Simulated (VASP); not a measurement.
Method: PBE0 hybrid, VASP's PBE PAW potentials (set 64) (plane waves; VASP).

Input for VASP

POSCAR:
```
PbSe
1
    0.0000000000     3.0116072019     3.0116072019
    3.0116072019     0.0000000000     3.0116072019
    3.0116072019     3.0116072019     0.0000000000
Pb Se
1 1
Direct
  0.0000000000   0.0000000000   0.0000000000
  0.5000000000   0.5000000000   0.5000000000
```

### INCAR
```
SYSTEM = PbSe
PREC = Accurate
ENCUT = 520
EDIFF = 1E-6
NELM = 60
ALGO = Normal
LREAL = .FALSE.
LASPH = .TRUE.
ISMEAR = 0
SIGMA = 0.05
GGA = PE
AEXX = 0.25
HFRCUT = -1
LHFCALC = .TRUE.
PRECFOCK = Fast
ISYM = 3
LMAXMIX = 4
LWAVE = .FALSE.
LCHARG = .FALSE.
ISIF = 2
```

### KPOINTS
```
Automatic mesh
0
Gamma
6 6 6
0 0 0
```

POTCAR, in this order: Pb_d Se (PBE.64 set). Program: vasp_std. Read from the step before: WAVECAR.

Output of the run:

### OSZICAR
```
       N       E                     dE             d eps       ncg     rms          rms(c)
DAV:   1    -0.106648807793E+02   -0.10665E+02   -0.56300E-01   472   0.928E+00    0.138E+00
DAV:   2    -0.106744769638E+02   -0.95962E-02   -0.36955E-02   502   0.116E+00    0.881E-01
DAV:   3    -0.106728316962E+02    0.16453E-02   -0.23564E-03   580   0.579E-01    0.532E-01
DAV:   4    -0.106723474892E+02    0.48421E-03   -0.85904E-04   496   0.295E-01    0.304E-01
DAV:   5    -0.106722692628E+02    0.78226E-04   -0.23404E-04   520   0.149E-01    0.170E-01
DAV:   6    -0.106722359061E+02    0.33357E-04   -0.24094E-05   520   0.644E-02    0.933E-02
DAV:   7    -0.106722221063E+02    0.13800E-04   -0.84156E-06   472   0.332E-02    0.480E-02
DAV:   8    -0.106722183594E+02    0.37468E-05   -0.34512E-06   484   0.159E-02    0.237E-02
DAV:   9    -0.106722175598E+02    0.79967E-06   -0.87722E-07   292   0.792E-03
   1 F= -.10672218E+02 E0= -.10672218E+02  d E =-.119872E-11
```

### OUTCAR
```
------------------------ aborting loop because EDIFF is reached ----------------------------------------
  FORCE on cell =-STRESS in cart. coord.  units (eV):
  Direction    XX          YY          ZZ          XY          YZ          ZX
  --------------------------------------------------------------------------------------
  Total        1.4697576      1.4697576      1.4697576      0.0000000      0.0000000     -0.0000000
  in kB       43.1053637     43.1053637     43.1053637      0.0000000      0.0000000     -0.0000000
  external PRESSURE =      43.1053637 kB  Pullay stress =       0.0000000 kB
  volume of cell :       54.63
      direct lattice vectors                 reciprocal lattice vectors
     0.000000000  3.011607202  3.011607202    -0.166024307  0.166024307  0.166024307
     3.011607202  0.000000000  3.011607202     0.166024307 -0.166024307  0.166024307
     3.011607202  3.011607202  0.000000000     0.166024307  0.166024307 -0.166024307
  FREE ENERGIE OF THE ION-ELECTRON SYSTEM (eV)
  ---------------------------------------------------
  free  energy   TOTEN  =       -10.6722175598 eV

  energy  without entropy=      -10.6722175598  energy(sigma->0) =      -10.67221756

  exchange ACFDT corr.  =         0.00000000  see jH, gK, PRB 81, 115126
```
(Selected blocks of OUTCAR.)

The compound is PbSe in the rock salt structure. This cell is one point of a volume scan, at 0.91 of the reference volume. The cell's shape comes from a PBE relaxation.
